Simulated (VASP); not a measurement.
```
MoSi
1.0
    0.00000     2.46461     2.46461
    2.46461     0.00000     2.46461
    2.46461     2.46461     0.00000
Si Mo
1 1
Direct
  0.00000   0.00000   0.00000
  0.50000   0.50000   0.50000
```

These are LDA (Ceperley-Alder, Perdew-Zunger), VASP's LDA PAW potentials (set 64) (plane waves; VASP) values and carry that method's errors. Numerical set-up: 400 eV cut-off, Gaussian smearing of 0.050 eV, potentials Si Mo_sv.

Q: What does the run give for the band gap (along the path) with the smallest direct gap where there is one?

A: 
```
Quantity                                                     Result
-------------------------  ----------------------------------------
band gap (along the path)  none (metal, semimetal or under 0.01 eV)
```

Total energies compare only between runs with the same potentials, cut-off and functional.

The structure was generated: SiMo was put into the rocksalt type (Fm-3m), which need not be its known phase. It was relaxed first, which changed the volume by -25 %.
